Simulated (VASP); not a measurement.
# Interstitial O in GePt, part 3 of 6

Wanted: what interstitial O costs in GePt and how the lattice relaxes round it. The start is a cell from a database of measured crystal structures.

VASP 6.6.1, plane waves and PAW; the level of theory is named at each step.

So far. Step 2 (Relaxing the host crystal): The run ended after 7 ionic steps, 0.011 eV below its first step, once forces and stress met EDIFFG = -0.02. Step 3 (The perfect supercell): The host is treated as a metal, as its relaxation found a gap under 0.3 eV or none, and only the neutral defect is run.

## Step 4: Relaxing the atoms

This step: PBEsol, spin-polarised, with small moments to start from; plane waves and PAW (O) (VASP 6.6.1).

System of this step: O2. The cell holds 2 atoms: 2 O. Its edges and angles: a = 11.000 Å, b = 11.500 Å, c = 14.000 Å, α = 90.0°, β = 90.0°, γ = 90.0°. Vacuum lies along a, b and c.

The reference for O is the O2 molecule, relaxed in a box at the cutoff of the large cell.

INCAR

```
SYSTEM = O
PREC = Normal
ENCUT = 400
EDIFF = 1E-05
NELM = 120
ISMEAR = 0
SIGMA = 0.01
LREAL = Auto
ALGO = Fast
GGA = PS
NBANDS = 15
ISPIN = 2
MAGMOM = 1 1
LORBIT = 11
LWAVE = .FALSE.
LCHARG = .FALSE.
NCORE = 4
LASPH = .TRUE.
IBRION = 2
NSW = 20
ISIF = 2
EDIFFG = -0.03
POTIM = 0.4
MAXMIX = 40
ISYM = 0
```

POSCAR

```
O
1.0
   11.0000000000      0.0000000000      0.0000000000
    0.0000000000     11.5000000000      0.0000000000
    0.0000000000      0.0000000000     14.0000000000
O
2
Direct
    0.5000000000      0.5000000000      0.4567857100
    0.5000000000      0.5000000000      0.5432142900
```

KPOINTS

```
Automatic mesh
0
Gamma
1 1 1
0 0 0
```

PAW data sets: O (PBE family, release 64).

Launch:

```bash
mpirun -np 4 vasp_gam
```

The log of the run:

```text
[banner, memory and clock lines left out]
running    4 mpi-ranks, on    1 nodes
 distrk:  each k-point on    4 cores,    1 groups
 distr:  one band on    4 cores,    1 groups

 POSCAR found type information on POSCAR O
 POSCAR found :  1 types and       2 ions
|                                                                             |
|               ----> ADVICE to this user running VASP <----                  |
|                                                                             |
|     You have a (more or less) 'small supercell' and for smaller cells       |
|     it is recommended to use the reciprocal-space projection scheme!        |
|     The real-space optimization is not efficient for small cells and it     |
|     is also less accurate ...                                               |
|     Therefore, set LREAL=.FALSE. in the INCAR file.                         |
|                                                                             |

 [... a notice as in an earlier step ...]

 LDA part: xc-table for (Slater+PW92), standard interpolation
 POSCAR, INCAR and KPOINTS ok, starting setup
 FFT: planning ... GRIDC
 FFT: planning ... GRID_SOFT
 FFT: planning ... GRID
 WAVECAR not read
 entering main loop
       N       E                     dE             d eps       ncg     rms          rms(c)
DAV:   1     0.135200423499E+03    0.13520E+03   -0.23873E+03    76   0.336E+02
DAV:   2     0.356628821778E+02   -0.99538E+02   -0.95670E+02   113   0.692E+01
DAV:   3    -0.789963185177E+01   -0.43563E+02   -0.42669E+02   112   0.720E+01
DAV:   4    -0.101600146054E+02   -0.22604E+01   -0.22564E+01    60   0.184E+01
DAV:   5    -0.102163770093E+02   -0.56362E-01   -0.56354E-01    96   0.258E+00    0.640E+00
RMM:   6    -0.987534832866E+01    0.34103E+00   -0.92899E-01    60   0.638E+00    0.309E+00
RMM:   7    -0.102410501095E+02   -0.36570E+00   -0.18582E-01    60   0.294E+00    0.157E+00
RMM:   8    -0.102467305122E+02   -0.56804E-02   -0.17444E-01    60   0.245E+00    0.388E-01
RMM:   9    -0.102594133696E+02   -0.12683E-01   -0.17841E-02    61   0.804E-01    0.234E-01
RMM:  10    -0.102610874432E+02   -0.16741E-02   -0.46188E-03    60   0.449E-01    0.942E-02
RMM:  11    -0.102613012910E+02   -0.21385E-03   -0.69861E-04    61   0.142E-01    0.323E-02
RMM:  12    -0.102613930222E+02   -0.91731E-04   -0.33762E-04    62   0.925E-02    0.210E-02
RMM:  13    -0.102615276321E+02   -0.13461E-03   -0.55812E-05    58   0.416E-02    0.631E-03
RMM:  14    -0.102615697688E+02   -0.42137E-04   -0.12164E-05    51   0.173E-02    0.386E-03
RMM:  15    -0.102616540881E+02   -0.84319E-04   -0.52519E-06    48   0.112E-02    0.251E-03
RMM:  16    -0.102617516971E+02   -0.97609E-04   -0.54668E-06    48   0.941E-03    0.218E-03
RMM:  17    -0.102617974491E+02   -0.45752E-04   -0.31326E-06    46   0.668E-03    0.155E-03
RMM:  18    -0.102618406714E+02   -0.43222E-04   -0.23873E-06    44   0.547E-03    0.106E-03
RMM:  19    -0.102618683769E+02   -0.27705E-04   -0.14981E-06    44   0.471E-03    0.582E-04
RMM:  20    -0.102618828701E+02   -0.14493E-04   -0.85184E-07    41   0.370E-03    0.557E-04
RMM:  21    -0.102619012979E+02   -0.18428E-04   -0.10275E-06    42   0.413E-03    0.402E-04
RMM:  22    -0.102619090219E+02   -0.77240E-05   -0.53226E-07    40   0.343E-03
   1 F= -.10261909E+02 E0= -.10261909E+02  d E =-.102619E+02  mag=     2.0000
 curvature:   0.00 expect dE= 0.000E+00 dE for cont linesearch  0.000E+00
 trial: gam= 0.00000 g(F)=  0.171E+00 g(S)=  0.000E+00 ort = 0.000E+00 (trialstep = 0.100E+01)
 search vector abs. value=  0.171E+00
 bond charge predicted
       N       E                     dE             d eps       ncg     rms          rms(c)
DAV:   1    -0.997225670523E+01    0.28964E+00   -0.40295E+01    88   0.412E+01    0.244E+00
RMM:   2    -0.993420150399E+01    0.38055E-01   -0.45276E-01    60   0.488E+00    0.898E-01
RMM:   3    -0.998921498059E+01   -0.55013E-01   -0.16057E-01    60   0.250E+00    0.588E-01
RMM:   4    -0.999024575112E+01   -0.10308E-02   -0.16114E-02    60   0.830E-01    0.198E-01
RMM:   5    -0.999321364241E+01   -0.29679E-02   -0.97684E-03    60   0.554E-01    0.980E-02
RMM:   6    -0.999456541838E+01   -0.13518E-02   -0.62667E-04    60   0.158E-01    0.485E-02
RMM:   7    -0.999541589171E+01   -0.85047E-03   -0.43954E-04    60   0.130E-01    0.138E-02
RMM:   8    -0.999560238163E+01   -0.18649E-03   -0.31384E-05    57   0.350E-02    0.725E-03
RMM:   9    -0.999569009658E+01   -0.87715E-04   -0.96768E-06    49   0.151E-02    0.383E-03
RMM:  10    -0.999575000214E+01   -0.59906E-04   -0.53085E-06    48   0.113E-02    0.178E-03
RMM:  11    -0.999578129903E+01   -0.31297E-04   -0.15608E-06    46   0.576E-03    0.127E-03
RMM:  12    -0.999579906143E+01   -0.17762E-04   -0.12415E-06    45   0.477E-03    0.629E-04
RMM:  13    -0.999581269208E+01   -0.13631E-04   -0.12023E-06    47   0.500E-03    0.110E-03
RMM:  14    -0.999581842300E+01   -0.57309E-05   -0.36040E-07    40   0.285E-03
   2 F= -.99958184E+01 E0= -.99958184E+01  d E =0.266091E+00  mag=     2.0000
[...]
3 F= -.10275338E+02 E0= -.10275338E+02  d E =-.134292E-01  mag=     2.0000
 curvature:  -0.11 expect dE=-0.984E-05 dE for cont linesearch -0.984E-05
 ZBRENT: interpolating
 opt :   0.1611  next Energy=   -10.275345 (dE=-0.134E-01)
 bond charge predicted
       N       E                     dE             d eps       ncg     rms          rms(c)
DAV:   1    -0.102753489211E+02   -0.12660E-04   -0.56365E-04    74   0.156E-01    0.930E-03
RMM:   2    -0.102753499617E+02   -0.10405E-05   -0.75458E-06    48   0.202E-02
   4 F= -.10275350E+02 E0= -.10275350E+02  d E =-.134409E-01  mag=     2.0000
 curvature:  -0.08 expect dE=-0.136E-06 dE for cont linesearch -0.136E-06
 trial: gam= 0.00000 g(F)=  0.168E-05 g(S)=  0.000E+00 ort =-0.537E-03 (trialstep = 0.832E+00)
 search vector abs. value=  0.168E-05
 reached required accuracy - stopping structural energy minimisation
```

The job ended after 21 s (4 MPI ranks of Intel Xeon 6975P-C (Granite Rapids), shared host; peak memory 1.1 GiB; 80 s of CPU time).

Parts of OUTCAR (step 4):

```text
 Found      1 irreducible k-points:

   k-points           NKPTS =      1   k-points in BZ     NKDIM =      1   number of bands    NBANDS=     15

   dimension x,y,z NGX =    54 NGY =   56 NGZ =   70
   dimension x,y,z NGXF=   108 NGYF=  112 NGZF=  140

   ENCUT  =  400.0 eV  29.40 Ry    5.42 a.u.  17.94 18.75 22.83*2*pi/ulx,y,z

   NELECT =      12.0000    total number of electrons

 E-fermi :  -6.7862

 spin component 1
 k-point     1 :       0.0000    0.0000    0.0000
  band No.  band energies     occupation
    ...
      3     -13.4312      1.00000
      4     -13.3212      1.00000
      5     -13.3196      1.00000
      6      -6.8665      1.00000
      7      -6.8646      1.00000
      8      -0.2457      0.00000
      9       0.4630      0.00000
     10       0.5454      0.00000
     11       0.8806      0.00000
     12       0.9694      0.00000
    ...

 spin component 2
 k-point     1 :       0.0000    0.0000    0.0000
  band No.  band energies     occupation
      1     -31.3260      1.00000
      2     -18.6871      1.00000
      3     -12.4106      1.00000
      4     -11.4866      1.00000
      5     -11.4856      1.00000
      6      -4.6132      0.00000
      7      -4.6122      0.00000
      8      -0.1577      0.00000
      9       0.5837      0.00000
     10       0.5937      0.00000
    ...

  Total       -1.5779485     -1.5402676     -1.2067503      0.0000001     -0.0000010      0.0000009
  in kB       -1.4275287     -1.3934398     -1.0917154      0.0000001     -0.0000009      0.0000008
  external PRESSURE =      -1.3042280 kB  Pullay stress =       0.0000000 kB

  energy-cutoff  :      400.00
  volume of cell :     1771.00
      direct lattice vectors                 reciprocal lattice vectors
    11.000000000  0.000000000  0.000000000     0.090909091  0.000000000  0.000000000
     0.000000000 11.500000000  0.000000000     0.000000000  0.086956522  0.000000000
     0.000000000  0.000000000 14.000000000     0.000000000  0.000000000  0.071428571

 POSITION                                       TOTAL-FORCE (eV/Angst)
 -----------------------------------------------------------------------------------
      5.50000      5.75000      6.38574         0.000001      0.000000      0.004669
      5.50000      5.75000      7.61426        -0.000001     -0.000000     -0.004669
 -----------------------------------------------------------------------------------
    total drift:                               -0.000011      0.000011     -0.000059

  FREE ENERGIE OF THE ION-ELECTRON SYSTEM (eV)
  ---------------------------------------------------
  free  energy   TOTEN  =       -10.2753499617 eV

  energy  without entropy=      -10.2753499617  energy(sigma->0) =      -10.27534996

 total charge
# of ion       s       p       d       tot
------------------------------------------
    1        1.636   3.292   0.000   4.928
    2        1.636   3.292   0.000   4.928
--------------------------------------------------
tot          3.272   6.584   0.000   9.856

 magnetization (x)
# of ion       s       p       d       tot
------------------------------------------
    1        0.009   0.804   0.000   0.814
    2        0.009   0.804   0.000   0.814
--------------------------------------------------
tot          0.018   1.609   0.000   1.627

[... 1 part as in an earlier step ...]

[... 3 further parts left out ...]
```

The steps of the relaxation:

```
step  energy less that of the first step (eV)  largest force (eV/Å)
   1                                   0.0000                1.4890
   2                                   0.2661                5.1704
   3                                  -0.0134                0.0339
   4                                  -0.0134                0.0047
```

The relaxed structure:

```cif
data_structure
_symmetry_space_group_name_H-M 'P 1'
_symmetry_Int_Tables_number 1
_cell_length_a 11.0000
_cell_length_b 11.5000
_cell_length_c 14.0000
_cell_angle_alpha 90.000
_cell_angle_beta 90.000
_cell_angle_gamma 90.000
_cell_volume 1771.00
loop_
_atom_site_label
_atom_site_type_symbol
_atom_site_fract_x
_atom_site_fract_y
_atom_site_fract_z
_atom_site_occupancy
O1 O 0.50000 0.50000 0.45612 1
O2 O 0.50000 0.50000 0.54388 1
```

This step gave:

```yaml
electronic_cycles: 49
electrons: 12
free_energy_toten: -10.28 eV
moment_of_the_cell_from_the_last_line_of_the_log: 2 μB
gap_between_the_highest_filled_and_lowest_empty_level: 2.251 eV
```

Spin moment in the PAW sphere by atom:

```
atom  spin moment in the PAW sphere (μB)
  O1                               0.814
  O2                               0.814
```

The run ended after 4 ionic steps, 0.013 eV below its first step, once the forces on the free atoms met EDIFFG = -0.03.

Energy at zero smearing: -10.27535 eV.

## Step 5: Reference Ge

This step: PBEsol; plane waves and PAW (Ge) (VASP 6.6.1).

System of this step: Ge. Symmetry: Fd-3m, No. 227, cubic system. The conventional cell has a = 5.660 Å, b = 5.660 Å, c = 5.660 Å, α = 90.00°, β = 90.00°, γ = 90.00°. Nearest to Ge lie 4 Ge at 2.45 Å.

Ge is not exchanged here; its energy serves the host's formation enthalpy.

INCAR

```
SYSTEM = Ge
PREC = Normal
ENCUT = 400
EDIFF = 1E-05
NELM = 120
ISMEAR = 0
SIGMA = 0.1
LREAL = Auto
ALGO = Fast
GGA = PS
NBANDS = 10
LORBIT = 11
LWAVE = .FALSE.
LCHARG = .FALSE.
KPAR = 4
LASPH = .TRUE.
IBRION = 2
NSW = 25
ISIF = 3
EDIFFG = -0.02
POTIM = 0.4
```

POSCAR

```
Ge
1.0
    0.0000000000      2.8300000000      2.8300000000
    2.8300000000      0.0000000000      2.8300000000
    2.8300000000      2.8300000000      0.0000000000
Ge
2
Direct
    0.0000000000      0.0000000000      0.0000000000
    0.2500000000      0.2500000000      0.2500000000
```

KPOINTS

```
Automatic mesh
0
Gamma
8 8 8
0 0 0
```

Potentials, in the order of the species: Ge (PBE family, release 64).

Launch:

```bash
mpirun -np 4 vasp_std
```

The log of the run:

```text
[banner, memory and clock lines left out]
running    4 mpi-ranks, on    1 nodes
 distrk:  each k-point on    1 cores,    4 groups
 distr:  one band on    1 cores,    1 groups

 POSCAR found type information on POSCAR Ge
 POSCAR found :  1 types and       2 ions
 [... a notice as in an earlier step ...]

 [... a notice as in an earlier step ...]

 LDA part: xc-table for (Slater+PW92), standard interpolation
 POSCAR, INCAR and KPOINTS ok, starting setup
 FFT: planning ... GRIDC
 FFT: planning ... GRID_SOFT
 FFT: planning ... GRID
 WAVECAR not read
 entering main loop
       N       E                     dE             d eps       ncg     rms          rms(c)
DAV:   1     0.971492719684E+01    0.97149E+01   -0.30461E+03   580   0.551E+02
DAV:   2    -0.929647010239E+01   -0.19011E+02   -0.18332E+02   750   0.795E+01
DAV:   3    -0.990774534301E+01   -0.61128E+00   -0.60941E+00   718   0.144E+01
DAV:   4    -0.990949651588E+01   -0.17512E-02   -0.17511E-02   702   0.863E-01
DAV:   5    -0.990949887594E+01   -0.23601E-05   -0.23603E-05   694   0.313E-02    0.311E+00
RMM:   6    -0.982457783746E+01    0.84921E-01   -0.21723E-02   580   0.789E-01    0.189E+00
RMM:   7    -0.977996701904E+01    0.44611E-01   -0.55007E-02   580   0.137E+00    0.119E-01
RMM:   8    -0.978061237850E+01   -0.64536E-03   -0.31075E-03   580   0.406E-01    0.322E-02
RMM:   9    -0.978067662653E+01   -0.64248E-04   -0.38692E-04   580   0.141E-01    0.284E-02
RMM:  10    -0.978068316623E+01   -0.65397E-05   -0.47508E-05   555   0.484E-02
   1 F= -.97806832E+01 E0= -.97803834E+01  d E =-.978068E+01
 curvature:   0.00 expect dE= 0.000E+00 dE for cont linesearch  0.000E+00
 trial: gam= 0.00000 g(F)=  0.495E-46 g(S)=  0.123E-01 ort = 0.000E+00 (trialstep = 0.100E+01)
 search vector abs. value=  0.123E-01
 bond charge predicted
       N       E                     dE             d eps       ncg     rms          rms(c)
DAV:   1    -0.979097206796E+01   -0.10295E-01   -0.16809E-01   622   0.190E+00    0.321E-01
RMM:   2    -0.978718158983E+01    0.37905E-02   -0.23196E-03   580   0.347E-01    0.179E-01
RMM:   3    -0.978527308320E+01    0.19085E-02   -0.24912E-03   580   0.273E-01    0.324E-02
RMM:   4    -0.978528438117E+01   -0.11298E-04   -0.13300E-04   580   0.787E-02    0.219E-02
RMM:   5    -0.978528726519E+01   -0.28840E-05   -0.91991E-06   435   0.198E-02
   2 F= -.97852873E+01 E0= -.97849636E+01  d E =-.460410E-02
 trial-energy change:   -0.004604  1 .order   -0.004768   -0.012343    0.002808
 step:   0.8045(harm=  0.8147)  dis= 0.00000  next Energy=    -9.785563 (dE=-0.488E-02)
 bond charge predicted
       N       E                     dE             d eps       ncg     rms          rms(c)
DAV:   1    -0.978577162413E+01   -0.48724E-03   -0.65283E-03   644   0.379E-01    0.629E-02
RMM:   2    -0.978563199680E+01    0.13963E-03   -0.86397E-05   580   0.676E-02    0.350E-02
RMM:   3    -0.978556368374E+01    0.68313E-04   -0.93414E-05   580   0.529E-02    0.634E-03
RMM:   4    -0.978556405771E+01   -0.37397E-06   -0.50162E-06   367   0.153E-02
   3 F= -.97855641E+01 E0= -.97852521E+01  d E =-.488089E-02
 curvature:  -0.41 expect dE=-0.246E-07 dE for cont linesearch -0.246E-07
 trial: gam=-0.00221 g(F)=  0.274E-45 g(S)=  0.606E-07 ort = 0.273E-04 (trialstep = 0.961E+00)
 search vector abs. value=  0.100E-09
 reached required accuracy - stopping structural energy minimisation
```

Run time: 3.2 s. Hardware: 4 MPI ranks; peak memory 0.49 GiB; 11 s of CPU time.

From OUTCAR (step 5):

```text
   k-points           NKPTS =     29   k-points in BZ     NKDIM =     29   number of bands    NBANDS=     10

   ENCUT  =  400.0 eV  29.40 Ry    5.42 a.u.   6.53  6.53  6.53*2*pi/ulx,y,z

   NELECT =       8.0000    total number of electrons

 E-fermi :   3.4432

 k-point     1 :       0.0000    0.0000    0.0000
  band No.  band energies     occupation
      1      -9.1765      2.00000
      2       3.2770      1.98124
      3       3.4528      0.89134
      4       3.4528      0.89133
      5       3.4528      0.89132
      6       5.9601      0.00000
      7       5.9601      0.00000
      8       5.9601      0.00000
      9       9.6072      0.00000
     10      12.6630      0.00000

  Total        0.0010229      0.0010229      0.0010229      0.0000000     -0.0000000     -0.0000000
  in kB        0.0353882      0.0353882      0.0353882      0.0000000     -0.0000000     -0.0000000
  external PRESSURE =       0.0353882 kB  Pullay stress =       0.0000000 kB

 POSITION                                       TOTAL-FORCE (eV/Angst)
 -----------------------------------------------------------------------------------
      0.00000      0.00000      0.00000        -0.000000     -0.000000     -0.000000
      1.42514      1.42514      1.42514         0.000000      0.000000      0.000000
 -----------------------------------------------------------------------------------
    total drift:                                0.000000      0.000000      0.000000

  FREE ENERGIE OF THE ION-ELECTRON SYSTEM (eV)
  ---------------------------------------------------
  free  energy   TOTEN  =        -9.7855640577 eV

  energy  without entropy=       -9.7849401070  energy(sigma->0) =       -9.78525208

[... 1 part as in an earlier step ...]

[... 15 further parts left out ...]
```

CONTCAR:

```
Ge
   1.00000000000000
    -0.0000000000000000    2.8502862612360542    2.8502862612360542
     2.8502862612360542   -0.0000000000000000    2.8502862612360542
     2.8502862612360542    2.8502862612360542    0.0000000000000000
  Ge
     2
Direct
     0.0000000000000000    0.0000000000000000    0.0000000000000000
     0.2500000000000000    0.2500000000000000    0.2500000000000000
```

The run keeps the 48 symmetry operations of its start, so it cannot find a distortion of lower symmetry.

Step by step:

```
step  energy less that of the first step (eV)  largest force (eV/Å)  pressure (GPa)  volume (Å³)
   1                                   0.0000                0.0000            1.63        45.33
   2                                  -0.0046                0.0000           -0.36        46.55
   3                                  -0.0049                0.0000            0.00        46.31
```

```
conventional cell, symmetrised  before  after  change
                         a (Å)   5.660  5.701  +0.7 %
                         b (Å)   5.660  5.701  +0.7 %
                         c (Å)   5.660  5.701  +0.7 %
              volume (Å³/atom)   22.67  23.16  +2.2 %
```

Final coordinates:

```xyz
2
Lattice="0.0000 2.8503 2.8503 2.8503 0.0000 2.8503 2.8503 2.8503 0.0000" Properties=species:S:1:pos:R:3 pbc="T T T"
Ge    0.0000    0.0000    0.0000
Ge    1.4251    1.4251    1.4251
```

This step gave:

```yaml
electronic_cycles: 19
electrons: 8
free_energy_toten: -9.786 eV
energy_at_zero_smearing: -9.785 eV
fermi_energy: 3.443 eV
```

The run ended after 3 ionic steps, 0.005 eV below its first step, once forces and stress met EDIFFG = -0.02.

Semilocal functionals make gaps too small and can close small ones, so a metal at this level may be a semiconductor in fact.

Energy at zero smearing: -9.78525 eV.

(Continued in part 4 of 6.)

[Lines on the potential files, build, host, timing and source positions are cut from VASP's logs without a mark.]

[Logs are printed without paths, hosts, clocks, repeated set-up lines and the standing remarks that a program may print on its own settings, such as how far it seeks lower states.]

[Hosts, paths, dates, database ids (printed as entryN), source tags and the programs' standing remarks are cut or masked in the printed files.]

[In band tables of VASP the shares of atoms and orbitals are scaled to a sum of 1 inside the atoms' spheres.]

[Runs that stopped without an error message from VASP are left out.]
